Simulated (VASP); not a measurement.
**NiSb (Breithauptite) with LDA + U: from relaxation to properties**

What structure does NiSb (Breithauptite) take at this level, and what are its properties? The steps: magnetic start: ferromagnetic, magnetic start: antiferromagnetic within the cell, magnetic start: antiferromagnetic, q = (0, 0, 1/2), magnetic start: antiferromagnetic, q = (1/2, 1/2, 1/2), magnetic start: antiferromagnetic, q = (1/2, 1/2, 0), the orders side by side, relaxing cell and atoms (LDA + U), second relaxation, single point with fields (LDA + U), band structure (LDA + U), density of states (LDA + U), field gradients at the nuclei (LDA + U), volume scan with LDA + U and fit for LDA + U. The start is a cell from a database of measured crystal structures.

Method: LDA, DFT+U (Ni d 4 eV), spin-polarised from a ferromagnetic start; plane waves and PAW (Ni, Sb), in the first sound run; inputs show where later runs differ, in VASP 6.6.1.

Most raw output is cut from this account.

## Step 1: Starting point

The structure is hexagonal, space group P6_3/mmc (No. 194). Conventional cell: a = 3.940 Å, b = 3.940 Å, c = 5.140 Å, α = 90.00°, β = 90.00°, γ = 120.00°. Nearest to Ni lie 2 Ni at 2.57 Å and 6 Sb at 2.61 Å. Nearest to Sb lie 6 Ni at 2.61 Å. Farther neighbours are not listed.

Structure file:

```xyz
4
Lattice="3.9400 0.0000 0.0000 -1.9700 3.4121 0.0000 0.0000 0.0000 5.1400" Properties=species:S:1:pos:R:3 pbc="T T T"
Ni    0.0000    0.0000    0.0000
Ni    0.0000    0.0000    2.5700
Sb    0.0000    2.2748    1.2850
Sb    1.9700    1.1374    3.8550
```

## Step 2: Magnetic start: ferromagnetic

The properties of a magnet depend on its order, so a few collinear patterns are compared first on the cell as listed, beginning with all moments parallel. LDA, the lowest rung, knows the local density alone. A Hubbard U penalises fractional filling of the localised shell, which semilocal functionals favour.

Input file INCAR:

```
SYSTEM = NiSb
PREC = Accurate
ENCUT = 400
EDIFF = 1E-06
NELM = 100
ISMEAR = 0
SIGMA = 0.05
LREAL = .FALSE.
ALGO = Normal
GGA = CA
NBANDS = 25
ISPIN = 2
MAGMOM = 1 1 0 0
LDAU = .TRUE.
LDAUTYPE = 2
LDAUL = 2 -1
LDAUU = 4 0
LDAUJ = 0 0
LDAUPRINT = 1
LASPH = .TRUE.
LMAXMIX = 4
LORBIT = 11
LWAVE = .FALSE.
LCHARG = .FALSE.
KPAR = 8
ISIF = 2
```

Input file POSCAR:

```
NiSb
1.0
    3.9400000000      0.0000000000      0.0000000000
   -1.9700000000      3.4121400909      0.0000000000
    0.0000000000      0.0000000000      5.1400000000
Ni Sb
2 2
Direct
    0.0000000000      0.0000000000      0.0000000000
    0.0000000000      0.0000000000      0.5000000000
    0.3333333333      0.6666666667      0.2500000000
    0.6666666667      0.3333333333      0.7500000000
```

Input file KPOINTS:

```
Automatic mesh
0
Gamma
7 7 5
0 0 0
```

The projector-augmented-wave data sets are Ni and Sb (LDA family, release 64).

Launch:

```sh
> mpirun -np 8 vasp_std
```

It took 7.4 s on 8 MPI ranks of AMD EPYC 9R45, shared host; peak memory 1.4 GiB; 49 s of CPU time.

The k-mesh is coarse for a metal. A U on the itinerant d states of such a compound is hard to justify; it moves the bands at the Fermi level. At this level the cell is under a tension of 10.2 GPa, so at these settings it is away from equilibrium.

Numbers from this step:

- SCF cycles: 16
- electrons: 30
- bands: 25
- irreducible k-points: 24
- symmetry operations: 24
- free energy (TOTEN): -19.37 eV
- energy at zero smearing: -19.37 eV
- Fermi energy: 9.473 eV
- pressure: -10.16 GPa
- metallic, judged on the points sampled: yes

The spin moment in the PAW sphere vanishes on all atoms.

The moments fall under 0.1 μB, and the mesh shows no gap.

## Step 3: Magnetic start: antiferromagnetic within the cell

This step: LDA, DFT+U (Ni d 4 eV), spin-polarised from an antiferromagnetic start; plane waves and PAW (Ni, Sb) (VASP 6.6.1).

Next, a pattern with opposite moments.

Edit INCAR of step 2 so:

```diff
@@ -10,5 +10,5 @@
 GGA = CA
-NBANDS = 25
+NBANDS = 23
 ISPIN = 2
-MAGMOM = 1 1 0 0
+MAGMOM = 1 -1 0 0
 LDAU = .TRUE.
```

POSCAR is that of step 2.

KPOINTS is that of step 2.

Launch:

```sh
> mpirun -np 8 vasp_std
```

Wall time 6.8 s (8 MPI ranks); peak memory 1.4 GiB; 44 s of CPU time.

Numbers from this step:

```yaml
scf_cycles: 15
bands: 23
pressure: -10.19 GPa
```

The energy lies -0.0 meV an atom from the first pattern, and both runs end without moments, so a difference comes from cell, mesh or thresholds alone. The moments fall under 0.1 μB, and the mesh shows no gap.

## Step 4: Magnetic start: antiferromagnetic, q = (0, 0, 1/2)

System of this step: NiSb (Breithauptite). Symmetry: P6_3/mmc, No. 194, hexagonal system. Conventional cell: a = 3.940 Å, b = 3.940 Å, c = 5.140 Å, α = 90.00°, β = 90.00°, γ = 120.00°. Nearest to Ni lie 2 Ni at 2.57 Å and 6 Sb at 2.61 Å. Nearest to Sb lie 6 Ni at 2.61 Å. Farther neighbours are not listed.

Next, a pattern with opposite moments, which needs a doubled cell; q is given in the reciprocal vectors of the primitive cell.

Edit INCAR of step 3 so:

```diff
@@ -10,5 +10,5 @@
 GGA = CA
-NBANDS = 23
+NBANDS = 42
 ISPIN = 2
-MAGMOM = 1 -1 0 0
+MAGMOM = 1 -1 1 -1 0 0 0 0
 LDAU = .TRUE.
```

Input file POSCAR:

```
NiSb
1.0
    3.9400000000      0.0000000000      0.0000000000
   -1.9700000000      3.4121400909      0.0000000000
    0.0000000000      0.0000000000     10.2800000000
Ni Sb
4 4
Direct
    0.0000000000      0.0000000000      0.0000000000
    0.0000000000      0.0000000000      0.5000000000
    0.0000000000      0.0000000000      0.2500000000
    0.0000000000      0.0000000000      0.7500000000
    0.3333333333      0.6666666667      0.1250000000
    0.3333333333      0.6666666667      0.6250000000
    0.6666666667      0.3333333333      0.3750000000
    0.6666666667      0.3333333333      0.8750000000
```

Input file KPOINTS:

```
Automatic mesh
0
Gamma
7 7 3
0 0 0
```

Launch:

```sh
> mpirun -np 8 vasp_std
```

Elapsed: 17 s, on 8 MPI ranks; peak memory 1.9 GiB; 2 min of CPU time.

At this level the cell is under a tension of 10.1 GPa, so at these settings it is away from equilibrium.

Numbers from this step:

```yaml
scf_cycles: 16
electrons: 60
bands: 42
irreducible_k_points: 16
symmetry_operations: 12
free_energy_toten: -38.70 eV
energy_at_zero_smearing: -38.70 eV
fermi_energy: 9.496 eV
pressure: -10.12 GPa
```

The spin moment in the PAW sphere vanishes on all atoms.

The energy lies +5.2 meV an atom from the first pattern, and both runs end without moments, so a difference comes from cell, mesh or thresholds alone. The moments fall under 0.1 μB, and the mesh shows no gap.

## Step 5: Magnetic start: antiferromagnetic, q = (1/2, 1/2, 1/2)

INCAR is that of step 4.

Input file POSCAR:

```
NiSb
1.0
    7.8800000000      0.0000000000      0.0000000000
    1.9700000000      3.4121400909      0.0000000000
    3.9400000000      0.0000000000      5.1400000000
Ni Sb
4 4
Direct
    0.0000000000      0.0000000000      0.0000000000
    0.5000000000      0.0000000000      0.0000000000
    0.7500000000      0.0000000000      0.5000000000
    0.2500000000      0.0000000000      0.5000000000
    0.7083333333      0.6666666667      0.2500000000
    0.2083333333      0.6666666667      0.2500000000
    0.7916666667      0.3333333333      0.7500000000
    0.2916666667      0.3333333333      0.7500000000
```

Input file KPOINTS:

```
Automatic mesh
0
Gamma
7 7 7
0 0 0
```

Launch:

```sh
> mpirun -np 8 vasp_std
```

It took 61 s on 8 MPI ranks; peak memory 3.5 GiB; 7.1 min of CPU time.

Numbers from this step:

| Quantity | Value |
| --- | --- |
| irreducible k-points | 64 |
| symmetry operations | 4 |
| free energy (TOTEN) | -38.72 eV |
| energy at zero smearing | -38.72 eV |
| Fermi energy | 9.481 eV |
| pressure | -10.16 GPa |

The energy lies +2.4 meV an atom from the first pattern, and both runs end without moments, so a difference comes from cell, mesh or thresholds alone. The moments fall under 0.1 μB, and the mesh shows no gap.

## Step 6: Magnetic start: antiferromagnetic, q = (1/2, 1/2, 0)

INCAR is that of step 5.

Input file POSCAR:

```
NiSb
1.0
    7.8800000000      0.0000000000      0.0000000000
    1.9700000000      3.4121400909      0.0000000000
    0.0000000000      0.0000000000      5.1400000000
Ni Sb
4 4
Direct
    0.0000000000      0.0000000000      0.0000000000
    0.5000000000      0.0000000000      0.0000000000
    0.0000000000      0.0000000000      0.5000000000
    0.5000000000      0.0000000000      0.5000000000
    0.8333333333      0.6666666667      0.2500000000
    0.3333333333      0.6666666667      0.2500000000
    0.1666666667      0.3333333333      0.7500000000
    0.6666666667      0.3333333333      0.7500000000
```

Input file KPOINTS:

```
Automatic mesh
0
Gamma
7 7 5
0 0 0
```

Launch:

```sh
> mpirun -np 8 vasp_std
```

Elapsed: 42 s, on 8 MPI ranks; peak memory 2.9 GiB; 4.9 min of CPU time.

At this level the cell is under a tension of 10.3 GPa, so at these settings it is away from equilibrium.

This step gave:

| Quantity | Value |
| --- | --- |
| irreducible k-points | 48 |
| symmetry operations | 8 |
| free energy (TOTEN) | -38.73 eV |
| energy at zero smearing | -38.73 eV |
| Fermi energy | 9.433 eV |
| pressure | -10.33 GPa |

The energy lies +1.3 meV an atom from the first pattern, and both runs end without moments, so a difference comes from cell, mesh or thresholds alone. The moments fall under 0.1 μB, and the mesh shows no gap.

## Step 7: The orders side by side

This step: collinear orders at LDA, DFT+U (Ni d 4 eV); plane waves and PAW (VASP 6.6.1).

Derived from the runs above.

Patterns, by row:

| start | atoms | energy less that of the first (meV/atom) | largest site moment (μB) | end state |
| --- | --- | --- | --- | --- |
| ferromagnetic | 4 | 0 | 0 | non-magnetic |
| antiferromagnetic within the cell | 4 | 0 | 0 | non-magnetic |
| antiferromagnetic, q = (0, 0, 1/2) | 8 | 5.2 | 0 | non-magnetic |
| antiferromagnetic, q = (1/2, 1/2, 1/2) | 8 | 2.4 | 0 | non-magnetic |
| antiferromagnetic, q = (1/2, 1/2, 0) | 8 | 1.3 | 0 | non-magnetic |

All patterns lost their moments. Runs that ended non-magnetic differ by up to 5.2 meV an atom among themselves, which can come from the unlike meshes of the cells or from a run that isn't fully settled. The session goes on with moments started at or near zero.

## Step 8: Relaxing cell and atoms (LDA + U)

This step: LDA, DFT+U (Ni d 4 eV), zero-moment start; plane waves and PAW (Ni, Sb) (VASP 6.6.1).

System of this step: NiSb (Breithauptite). Symmetry: P6_3/mmc, No. 194, hexagonal system. The conventional cell has a = 3.940 Å, b = 3.940 Å, c = 5.140 Å, α = 90.00°, β = 90.00°, γ = 120.00°. Nearest to Ni lie 2 Ni at 2.57 Å and 6 Sb at 2.61 Å. Nearest to Sb lie 6 Ni at 2.61 Å. Farther neighbours are not listed.

The start need not lie at this functional's minimum. ISIF = 3 frees volume, shape and positions, and EDIFFG sets the threshold on forces and stress at which the search stops.

Edit INCAR of step 6 so:

```diff
@@ -10,5 +10,5 @@
 GGA = CA
-NBANDS = 42
+NBANDS = 23
 ISPIN = 2
-MAGMOM = 1 -1 1 -1 0 0 0 0
+MAGMOM = 0 0 -0 -0
 LDAU = .TRUE.
@@ -25,2 +25,5 @@
 KPAR = 8
-ISIF = 2
+IBRION = 2
+NSW = 60
+ISIF = 3
+EDIFFG = -0.01
```

Input file POSCAR:

```
NiSb
1.0
    3.9400000000      0.0000000000      0.0000000000
   -1.9700000000      3.4121400909      0.0000000000
    0.0000000000      0.0000000000      5.1400000000
Ni Sb
2 2
Direct
    0.0000000000      0.0000000000      0.0000000000
    0.0000000000      0.0000000000      0.5000000000
    0.3333333333      0.6666666667      0.2500000000
    0.6666666667      0.3333333333      0.7500000000
```

KPOINTS is that of step 6.

Launch:

```sh
> mpirun -np 8 vasp_std
```

Wall time 32 s (8 MPI ranks); peak memory 1.6 GiB; 3.7 min of CPU time.

This run allows spin, but its moments start at zero, where symmetry between the spins tends to hold them, which is where the search above led. After so large a change of volume the plane waves of the start cell no longer fit, so the final stress carries a basis-set error. The run keeps the 24 symmetry operations of its start, so it cannot find a distortion of lower symmetry.

Relaxation path:

| step | energy less that of the first step (eV) | largest force (eV/Å) | pressure (GPa) | volume (Å³) |
| --- | --- | --- | --- | --- |
| 1 | 0.0000 | 0.0000 | -10.12 | 69.10 |
| 2 | -0.0026 | 0.0000 | 14.02 | 58.75 |
| 3 | -0.1936 | 0.0000 | 0.05 | 63.55 |
| 4 | -0.1934 | 0.0000 | -0.44 | 63.66 |
| 5 | -0.1935 | 0.0000 | -0.26 | 63.64 |
| 6 | -0.1935 | 0.0000 | -0.22 | 63.62 |
| 7 | -0.1936 | 0.0000 | -0.23 | 63.58 |
| 8 | -0.1937 | 0.0000 | 0.10 | 63.44 |
| 9 | -0.1937 | 0.0000 | -0.02 | 63.48 |

| conventional cell, symmetrised | before | after | change |
| --- | --- | --- | --- |
| a (Å) | 3.940 | 3.829 | -2.8 % |
| b (Å) | 3.940 | 3.829 | -2.8 % |
| c (Å) | 5.140 | 4.999 | -2.7 % |
| volume (Å³/atom) | 17.28 | 15.87 | -8.1 % |

Final coordinates:

```xyz
4
Lattice="3.8294 0.0000 0.0000 -1.9147 3.3164 0.0000 0.0000 0.0000 4.9989" Properties=species:S:1:pos:R:3 pbc="T T T"
Ni    0.0000    0.0000    0.0000
Ni    0.0000    0.0000    2.4994
Sb    0.0000    2.2109    1.2497
Sb    1.9147    1.1055    3.7491
```

This step gave:

```yaml
electrons: 30
bands: 23
irreducible_k_points: 24
symmetry_operations: 24
free_energy_toten: -19.56 eV
energy_at_zero_smearing: -19.56 eV
fermi_energy: 10.82 eV
pressure: -0.01848 GPa
scf_cycles_over_all_ionic_steps: 71
```

It ends with forces that vanish by symmetry and a pressure of -0.02 GPa.

## Step 9: Second relaxation

A relaxation keeps the plane waves of the cell it began with, so it is repeated from the new cell, on a basis made for it.

INCAR is that of step 8.

Input file POSCAR:

```
NiSb
1.0
    3.8294193998      0.0000000000      0.0000000000
   -1.9147096999      3.3163744819      0.0000000000
    0.0000000000      0.0000000000      4.9988568290
Ni Sb
2 2
Direct
    0.0000000000      0.0000000000      0.0000000000
    0.0000000000      0.0000000000      0.5000000000
    0.3333333333      0.6666666667      0.2500000000
    0.6666666667      0.3333333333      0.7500000000
```

KPOINTS is that of step 8.

Launch:

```sh
> mpirun -np 8 vasp_std
```

It took 12 s on 8 MPI ranks; peak memory 1.5 GiB.

Little changed from the start: no atom moved by 0.005 Å and no cell edge by 0.1 %.

This step gave:

| Quantity | Value |
| --- | --- |
| free energy (TOTEN) | -19.55 eV |
| energy at zero smearing | -19.55 eV |
| Fermi energy | 10.84 eV |
| pressure | -0.02491 GPa |
| SCF cycles over all ionic steps | 27 |

It ends with forces that vanish by symmetry and a pressure of -0.02 GPa. The volume moved by only 0.13 %, so the volume is settled.

## Step 10: Single point with fields (LDA + U)

The relaxed cell gets a fresh self-consistent run, on a basis set for its own volume, to fix the density and to check the remaining stress.

Edit INCAR of step 9 so:

```diff
@@ -23,7 +23,5 @@
 LWAVE = .FALSE.
-LCHARG = .FALSE.
-KPAR = 8
-IBRION = 2
-NSW = 60
-ISIF = 3
-EDIFFG = -0.01
+LCHARG = .TRUE.
+ISIF = 2
+LELF = .TRUE.
+LVHAR = .TRUE.
```

Input file POSCAR:

```
NiSb
1.0
    3.8277166359      0.0000000000      0.0000000000
   -1.9138583179      3.3148998451      0.0000000000
    0.0000000000      0.0000000000      4.9966405976
Ni Sb
2 2
Direct
    0.0000000000      0.0000000000      0.0000000000
    0.0000000000      0.0000000000      0.5000000000
    0.3333333333      0.6666666667      0.2500000000
    0.6666666667      0.3333333333      0.7500000000
```

KPOINTS is that of step 9.

Launch:

```sh
> mpirun -np 8 vasp_std
```

It took 7.8 s on 8 MPI ranks; peak memory 0.75 GiB.

With spin, VASP writes an ELF for each channel.

Numbers from this step:

* SCF cycles: 14
* bands: 24
* pressure: 0.06571 GPa

Valence electrons inside each PAW sphere by angular momentum. Sphere charges, by row:

| atom | s (e) | p (e) | d (e) | tot (e) |
| --- | --- | --- | --- | --- |
| Ni1 | 0.462 | 0.528 | 8.731 | 9.722 |
| Ni2 | 0.462 | 0.528 | 8.731 | 9.722 |
| Sb3 | 1.137 | 1.264 | 0.089 | 2.489 |
| Sb4 | 1.137 | 1.264 | 0.089 | 2.489 |

Electrostatic potential energy in the ac plane at fractional y = 0.000, with atoms of Ni within 0.2 Å of it. With pseudopotentials it is smooth inside the atoms' cores, unlike the true potential.

Values in eV, 18 rows by 14 columns, each cell a mean:
```
-83 -69 -31  -8  -2   0   0   0   0   0  -3 -12 -44 -75
-51 -38 -15  -5  -1  -1  -2  -2  -2  -1  -2  -7 -22 -42
-15 -11  -5  -2  -1  -3  -4  -4  -4  -2  -1  -2  -7 -12
 -3  -2   0   0  -2  -4  -6  -7  -5  -3  -1   0  -1  -2
 -1  -1   0   0  -2  -4  -6  -7  -5  -3  -1   0   0  -1
-10  -7  -3  -1  -1  -3  -4  -5  -4  -3  -1  -1  -4  -8
-38 -27 -11  -4  -1  -2  -3  -3  -2  -1  -1  -5 -16 -31
-79 -62 -27  -7  -1   0  -1  -1   0   0  -2 -11 -38 -68
-87 -79 -38 -10  -2   0   0   0   0   0  -3 -15 -53 -83
-86 -71 -32  -8  -2   0   0   0   0   0  -3 -13 -45 -77
-49 -36 -15  -4  -1  -1  -2  -2  -2  -1  -2  -7 -21 -41
-14 -10  -5  -2  -1  -3  -4  -5  -4  -2  -1  -2  -6 -12
 -3  -2  -1   0  -2  -4  -6  -7  -5  -3  -1   0  -1  -2
 -2  -1   0   0  -2  -4  -6  -7  -5  -3  -1   0   0  -1
 -9  -6  -3  -1  -1  -3  -5  -5  -4  -3  -1  -1  -4  -7
-38 -28 -12  -4  -1  -2  -3  -3  -2  -1  -1  -5 -16 -31
-78 -63 -27  -7  -1   0   0  -1   0   0  -2 -11 -39 -69
-87 -79 -38 -10  -2   0   0   0   0   0  -3 -15 -53 -83
```
Columns run along a (3.8 Å; values clipped at the 3rd and 97th percentile), rows up along c (5.0 Å). Atoms in or near the plane, at fractional coordinates: Ni at (0.00, 0.00), Ni at (0.00, 0.50).

Valence density in the ac plane at fractional y = 0.000, with atoms of Ni within 0.2 Å of it. It is the smooth field of the valence electrons, not physical close to the nuclei.

Values in e/Å³, 18 rows by 14 columns, each cell a mean:
```
10  7  2  1  0  0  0  0  0  0  0  1  4  8
 4  3  1  0  0  0  0  0  0  0  0  1  2  3
 1  1  0  0  0  0  0  0  0  0  0  0  1  1
 0  0  0  0  0  0  0  0  0  0  0  0  0  0
 0  0  0  0  0  0  0  0  0  0  0  0  0  0
 1  1  0  0  0  0  0  0  0  0  0  0  0  1
 3  2  1  0  0  0  0  0  0  0  0  0  1  2
 8  6  2  1  0  0  0  0  0  0  0  1  3  7
13  9  3  1  0  0  0  0  0  0  0  1  5 10
10  7  2  1  0  0  0  0  0  0  0  1  4  8
 4  3  1  0  0  0  0  0  0  0  0  1  1  3
 1  1  0  0  0  0  0  0  0  0  0  0  1  1
 0  0  0  0  0  0  0  0  0  0  0  0  0  0
 0  0  0  0  0  0  0  0  0  0  0  0  0  0
 1  1  0  0  0  0  0  0  0  0  0  0  0  1
 3  2  1  0  0  0  0  0  0  0  0  0  1  2
 9  6  2  1  0  0  0  0  0  0  0  1  3  7
13  9  3  1  0  0  0  0  0  0  0  1  5 10
```
Columns run along a (3.8 Å), rows up along c (5.0 Å). Atoms in or near the plane, at fractional coordinates: Ni at (0.00, 0.00), Ni at (0.00, 0.50).

ELF of up spins in the ac plane at fractional y = 0.000, with atoms of Ni within 0.2 Å of it. It is the smooth field of the valence electrons, not physical close to the nuclei.

Ten even steps from '0' (0.00) to '9' (0.63), each cell a mean:
```
00134556553300
01235677764321
23346899886433
33468999997533
33468999997543
33347899986433
11335788764321
00134566654310
00133455543200
00134555543300
01235677764321
23346899886433
33458999997533
33468999997543
33347899986433
11335778764321
00134566653310
00133455543200
```
Columns run along a (3.8 Å), rows up along c (5.0 Å). Atoms in or near the plane, at fractional coordinates: Ni at (0.00, 0.00), Ni at (0.00, 0.50).

In this run the pressure is 0.07 GPa, small enough to go on; single stress components reach 0.07 GPa.

(Continued in part 2 of 2.)

[Lines on the potential files, build, host, timing and source positions are cut from VASP's logs without a mark.]

[Logs are printed without paths, hosts, clocks, repeated set-up lines and the standing remarks that a program may print on its own settings, such as how far it seeks lower states.]

[Hosts, paths, dates, database ids (printed as entryN), source tags and the programs' standing remarks are cut or masked in the printed files.]

[A measured line is paired with the nearest computed mode of its activity, which favours agreement.]

[In band tables of VASP the shares of atoms and orbitals are scaled to a sum of 1 inside the atoms' spheres.]
